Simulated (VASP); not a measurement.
# Al2SiF2 (P-3m1) in VASP: single point with PBE

Aim: the single point of Al2SiF2 with PBE.

Program: VASP 6.6.1. These are calculated values, not measurements. Logs are shortened: lines on timing, memory, paths and dates and some standing lists are left out, and cuts for length are marked.

### 1 Starting point

Symmetry: P-3m1, No. 164, trigonal system. The conventional cell has a = 2.961 Å, b = 2.961 Å, c = 9.331 Å, α = 90.00°, β = 90.00°, γ = 120.00°. Al (site symmetry 3m) has 3 F at 2.10 Å as nearest neighbours. Si (site symmetry -3m) is surrounded by 6 Al at 2.61 Å and 6 Si at 2.96 Å. Around F (site symmetry 3m) lie 3 Al at 2.10 Å.

The cell was built by a generator and needn't be a form met in nature.

### 2 Single point, PBE

Contents of INCAR:

```
PREC = Normal ; ENCUT = 520
EDIFF = 1E-5 ; ISMEAR = 0
SIGMA = 0.15 ; LREAL = Auto
LASPH = T ; NELM = 80
ALGO = Fast ; ISIF = 2
LWAVE = F ; LCHARG = F
GGA = PE
```

Contents of KPOINTS:

```
Automatic mesh
0
Gamma
  9 9 3
```

Contents of POSCAR:

```
Al2SiF2
1.0
    5.9221180000      0.0000000000      0.0000000000
   -1.4805290000      2.5643520000      0.0000000000
    0.0000000000      0.0000000000      9.3314500000
Al Si F
4 2 4
Direct
    0.3333335000      0.3333330000      0.7890550000
    0.8333335000      0.3333330000      0.7890550000
    0.1666665000      0.6666670000      0.2109450000
    0.6666665000      0.6666670000      0.2109450000
    0.0000000000      0.0000000000      0.0000000000
    0.5000000000      0.0000000000      0.0000000000
    0.1666665000      0.6666670000      0.6579530000
    0.6666665000      0.6666670000      0.6579530000
    0.3333335000      0.3333330000      0.3420470000
    0.8333335000      0.3333330000      0.3420470000
```

Potentials or basis: VASP PAW PBE potentials, release 64 (Al, Si, F).

Launch:

```console
> cat potpaw_PBE.64/Al/POTCAR potpaw_PBE.64/Si/POTCAR potpaw_PBE.64/F/POTCAR > POTCAR
> mpirun -np 1 vasp_std > vasp.out
```

OUTCAR:

```text
PREC = Normal
   ENCUT = 520
   EDIFF = 1E-5
   ISMEAR = 0
   LREAL = Auto
   LASPH = T
   NELM = 80
   ISIF = 2
   GGA = PE

 ion  position               nearest neighbor table
   1  0.333  0.333  0.789-   7 2.10   8 2.10   7 2.10   6 2.61   6 2.61   5 2.61   2 2.96   2 2.96
                             2 2.96   2 2.96
   2  0.833  0.333  0.789-   8 2.10   7 2.10   8 2.10   5 2.61   5 2.61   6 2.61   1 2.96   1 2.96
                             1 2.96   1 2.96
   3  0.167  0.667  0.211-   9 2.10  10 2.10   9 2.10   5 2.61   5 2.61   6 2.61   4 2.96   4 2.96
                             4 2.96   4 2.96
   4  0.667  0.667  0.211-  10 2.10   9 2.10  10 2.10   6 2.61   6 2.61   5 2.61   3 2.96   3 2.96
                             3 2.96   3 2.96
   5  0.000  0.000  0.000-   2 2.61   3 2.61   3 2.61   2 2.61   4 2.61   1 2.61   6 2.96   6 2.96
                             6 2.96   6 2.96
   6  0.500  0.000  0.000-   1 2.61   4 2.61   4 2.61   1 2.61   2 2.61   3 2.61   5 2.96   5 2.96
                             5 2.96   5 2.96
   7  0.167  0.667  0.658-   1 2.10   2 2.10   1 2.10
   8  0.667  0.667  0.658-   2 2.10   1 2.10   2 2.10
   9  0.333  0.333  0.342-   3 2.10   4 2.10   3 2.10
  10  0.833  0.333  0.342-   4 2.10   3 2.10   4 2.10

  Warning from LATTYP: Monoclinic adjustment (A1->A3, A2->A1, A3->A2)!
  LATTYP: Found a simple orthorhombic cell.
 ALAT       =     2.9610584762
 B/A-ratio  =     1.7320512068
 C/A-ratio  =     3.1513899759

  Lattice vectors:

 A1 = (   1.4805290000,  -2.5643520000,   0.0000000000)
 A2 = (   4.4415890000,   2.5643520000,   0.0000000000)
 A3 = (   0.0000000000,   0.0000000000,   9.3314500000)

Analysis of symmetry for initial positions (statically):
=====================================================================
 Subroutine PRICEL returns following result:

  LATTYP: Found a hexagonal cell.
 ALAT       =     2.9610590000
 C/A-ratio  =     3.1513894184

  Lattice vectors:

 A1 = (   2.9610590000,   0.0000000000,   0.0000000000)
 A2 = (  -1.4805290000,   2.5643520000,   0.0000000000)
 A3 = (   0.0000000000,   0.0000000000,   9.3314500000)

   2 primitive cells build up your supercell.

 Routine SETGRP: Setting up the symmetry group for a
 simple orthorhombic supercell.

 Subroutine GETGRP returns: Found  4 space group operations
 (whereof  4 operations were pure point group operations)
 out of a pool of  8 trial point group operations.

The static configuration has the point symmetry C_2h.

Analysis of symmetry for dynamics (positions and initial velocities):
=====================================================================
 Subroutine PRICEL returns following result:

  LATTYP: Found a hexagonal cell.
 ALAT       =     2.9610590000
 C/A-ratio  =     3.1513894184

  Lattice vectors:

 A1 = (   2.9610590000,   0.0000000000,   0.0000000000)
 A2 = (  -1.4805290000,   2.5643520000,   0.0000000000)
 A3 = (   0.0000000000,   0.0000000000,   9.3314500000)

   2 primitive cells build up your supercell.

 Routine SETGRP: Setting up the symmetry group for a
 simple orthorhombic supercell.

 Subroutine GETGRP returns: Found  4 space group operations
 (whereof  4 operations were pure point group operations)
 out of a pool of  8 trial point group operations.

The dynamic configuration has the point symmetry C_2h.

 Subroutine INISYM returns: Found  4 space group operations
 (whereof  4 operations are pure point group operations),
 and found     2 'primitive' translations

----------------------------------------------------------------------------------------

                                     Primitive cell

  volume of cell :      70.8555

  direct lattice vectors                    reciprocal lattice vectors
     2.961059000  0.000000000  0.000000000     0.337717013  0.194980966  0.000000000
    -1.480529000  2.564352000  0.000000000     0.000000000  0.389962064  0.000000000
     0.000000000  0.000000000  9.331450000     0.000000000  0.000000000  0.107164481

  length of vectors
     2.961059000  2.961058476  9.331450000     0.389961996  0.389962064  0.107164481

  position of ions in fractional coordinates (direct lattice)
     0.666667000  0.333333000  0.789055000
     0.333333000  0.666667000  0.210945000
     0.000000000  0.000000000  0.000000000
     0.333333000  0.666667000  0.657953000
     0.666667000  0.333333000  0.342047000

  ion indices of the primitive-cell ions
   primitive index   ion index
                 1           1
                 2           3
                 3           6
                 4           7
                 5           9

----------------------------------------------------------------------------------------

 KPOINTS: Automatic mesh

Automatic generation of k-mesh.
 Grid dimensions read from file:
 generate k-points for:    9    9    3

 Generating k-lattice:

  Cartesian coordinates                     Fractional coordinates (reciprocal lattice)
     0.018762056  0.010832276  0.000000000     0.111111111  0.000000000  0.000000000
     0.000000000  0.043329118  0.000000000     0.000000000  0.111111111  0.000000000
     0.000000000  0.000000000  0.035721494     0.000000000  0.000000000  0.333333333

  Length of vectors
     0.021664555  0.043329118  0.035721494

  Shift w.r.t. Gamma in fractional coordinates (k-lattice)
     0.000000000  0.000000000  0.000000000

 Subroutine IBZKPT returns following result:
 ===========================================

 Found     70 irreducible k-points:

 Following reciprocal coordinates:
            Coordinates               Weight
  0.000000  0.000000  0.000000      1.000000
  0.111111 -0.000000  0.000000      2.000000
  0.222222 -0.000000  0.000000      2.000000
  0.333333 -0.000000  0.000000      2.000000
  0.444444 -0.000000  0.000000      2.000000
  0.000000  0.111111  0.000000      4.000000
[... 16 lines left out ...]
  0.333333  0.444444  0.000000      4.000000
  0.444444  0.444444  0.000000      4.000000
 [... further k-points ...]
   k-points           NKPTS =     70   k-points in BZ     NKDIM =     70   number of bands    NBANDS=     30
   number of dos      NEDOS =    301   number of ions     NIONS =     10
   total plane-waves  NPLWV =  34992
   dimension x,y,z NGX =    36 NGY =   18 NGZ =   54
   dimension x,y,z NGXF=    72 NGYF=   36 NGZF=  108
   ions per type =               4   2   4
   NGX,Y,Z   is equivalent  to a cutoff of  10.11, 10.11,  9.62 a.u.
   NGXF,Y,Z  is equivalent  to a cutoff of  20.21, 20.21, 19.24 a.u.
 SYSTEM =  unknown system
   PREC   = normal    normal or accurate (medium, high low for compatibility)
   ISTART =      0    job   : 0-new  1-cont  2-samecut
   ICHARG =      2    charge: 1-file 2-atom 10-const
   ISPIN  =      1    spin polarized calculation?
   LNONCOLLINEAR =      F non collinear calculations
   LSORBIT =      F    spin-orbit coupling
   LASPH  =      T    aspherical Exc in radial PAW
   ENCUT  =  520.0 eV  38.22 Ry    6.18 a.u.  11.01  5.51 17.35*2*pi/ulx,y,z
   NELM   =     80;   NELMIN=  2; NELMDL= -5     # of ELM steps
   EDIFF  = 0.1E-04   stopping-criterion for ELM
   LREAL  =      T    real-space projection
   EDIFFG = 0.1E-03   stopping-criterion for IOM
   NSW    =      0    number of steps for IOM
   IBRION =     -1    ionic relax: 0-MD 1-quasi-New 2-CG
   NFREE  =      0    steps in history (QN), initial steepest desc. (CG)
   ISIF   =      2    stress and relaxation
   ISYM   =      2    0-nonsym 1-usesym 2-fastsym
   POTIM  = 0.5000    time-step for ionic-motion
   TEBEG  =    0.0;   TEEND  =   0.0 temperature during run
   PSTRESS=    0.0 pullay stress
   NELECT =      48.0000    total number of electrons
   NUPDOWN=      -1.0000    fix difference up-down
   EMIN   =  10.00;   EMAX   =-10.00  energy-range for DOS
   EFERMI =   0.00;   METHOD = LEGACY
   ISMEAR =     0;   SIGMA  =   0.15  broadening in eV -4-tet -1-fermi 0-gaus
   EFERMI_NEDOS =   21; number of points for ismear=-14 and -15
   IALGO  =     68    algorithm
   IMIX   =      4    mixing-type and parameters
     AMIX     =   0.40;   BMIX     =  1.00
     AMIX_MAG =   1.60;   BMIX_MAG =  1.00
  volume/ion in A,a.u.               =      14.17        95.63
  Fermi-wavevector in a.u.,A,eV,Ry     =   1.141180  2.156517 17.718740  1.302291
  Thomas-Fermi vector in A             =   2.277880
   LORBIT       =      0    0 simple, 1 ext, 2 COOP (PROOUT), +10 PAW based schemes
   GGA     = PE    functional components
   LHFCALC =     F    Hartree Fock is set to
   AEXX    =    0.0000 exact exchange contribution
   IVDW    =     0    specifies the selected vdW correction
   LEPSILON=     F    determine dielectric tensor
   LRPA    =     F    only Hartree local field effects (RPA)
 non-spin polarized calculation
 RMM-DIIS sequential band-by-band and
 Gauss-broadening in eV      SIGMA  =   0.15
  energy-cutoff  :      520.00
  volume of cell :      141.71
 maximum number of plane-waves:      3863
   NGX = 21   NGY = 11   NGZ = 35

 number of electron      48.0000169 magnetization

 Free energy of the ion-electron system (eV)
  ---------------------------------------------------
  ext. energy  EPLUGINS =         0.00000000
  ---------------------------------------------------
  free energy    TOTEN  =       -45.65966271 eV

  energy without entropy =      -45.63702022  energy(sigma->0) =      -45.64834147

 E-fermi :   6.7792     XC(G=0):  -9.7197

 val. band max:        6.7607626657   @ k =  -0.2222  -0.3333  -0.3333
 cond. band min:       6.7940152510   @ k =   0.2222   0.4444   0.0000
 fundamental gap:      0.0332525852
 Fermi energy:         6.7792321209

 k-point     1 :       0.0000    0.0000    0.0000
  band No.  band energies     occupation
      1     -19.7268      2.00000
      2     -19.6863      2.00000
      3     -19.3412      2.00000
      4     -19.3293      2.00000
      5      -6.0368      2.00000
      6      -3.2399      2.00000
[... 781 lines left out ...]
     29       8.4275      0.00000
     30       9.8376      0.00000

 [... further k-points ...]

------------------------ aborting loop because EDIFF is reached ----------------------------------------

  FORCE on cell =-STRESS in cart. coord.  units (eV):
  Direction    XX          YY          ZZ          XY          YZ          ZX
  --------------------------------------------------------------------------------------
  -------------------------------------------------------------------------------------
  Total       -0.3861363     -0.6351296      2.1459322      0.2156344     -0.0998201     -0.1728935
  in kB       -4.3656347     -7.1807380     24.2617847      2.4379500     -1.1285607     -1.9547244
  external PRESSURE =       4.2384707 kB  Pullay stress =       0.0000000 kB

 VOLUME and BASIS-vectors are now :
 -----------------------------------------------------------------------------
  energy-cutoff  :      520.00
  volume of cell :      141.71
      direct lattice vectors                 reciprocal lattice vectors
     5.922118000  0.000000000  0.000000000     0.168858506  0.097490483  0.000000000
    -1.480529000  2.564352000  0.000000000     0.000000000  0.389962064  0.000000000
     0.000000000  0.000000000  9.331450000     0.000000000  0.000000000  0.107164481

 POSITION                                       TOTAL-FORCE (eV/Angst)
 -----------------------------------------------------------------------------------
      1.48053      0.85478      7.36303         0.004317      0.002493     -0.198399
      4.44159      0.85478      7.36303         0.004317      0.002493     -0.198399
     -0.00000      1.70957      1.96842        -0.004317     -0.002493      0.198399
      2.96106      1.70957      1.96842        -0.004317     -0.002493      0.198399
      0.00000      0.00000      0.00000        -0.000000     -0.000000      0.000000
      2.96106      0.00000      0.00000        -0.000000     -0.000000      0.000000
     -0.00000      1.70957      6.13966         0.010789      0.006229     -0.022705
      2.96106      1.70957      6.13966         0.010789      0.006229     -0.022705
      1.48053      0.85478      3.19179        -0.010789     -0.006229      0.022705
      4.44159      0.85478      3.19179        -0.010789     -0.006229      0.022705
 -----------------------------------------------------------------------------------
    total drift:                               -0.000000      0.000000     -0.000000

  FREE ENERGIE OF THE ION-ELECTRON SYSTEM (eV)
  ---------------------------------------------------
  free  energy   TOTEN  =       -45.6596627089 eV

  energy  without entropy=      -45.6370202228  energy(sigma->0) =      -45.64834147
```

Run time: 1.9 min. Hardware: 1 thread of Intel Xeon Platinum 8488C (Sapphire Rapids), shared host; peak memory 0.3 GiB.

Results:

| Item | Value |
| --- | --- |
| Free energy | -45.6597 eV |
| Pressure | 0.4 GPa |
| Largest force | 0.198 eV/Å |
| Band gap on the k mesh | none (metal or under the smearing width) |

Forces on the atoms (eV/Å):
```
Al   0.004  0.002 -0.198
Al   0.004  0.002 -0.198
Al  -0.004 -0.002  0.198
Al  -0.004 -0.002  0.198
Si   0.000  0.000  0.000
Si   0.000  0.000  0.000
F    0.011  0.006 -0.023
F    0.011  0.006 -0.023
F   -0.011 -0.006  0.023
F   -0.011 -0.006  0.023
```
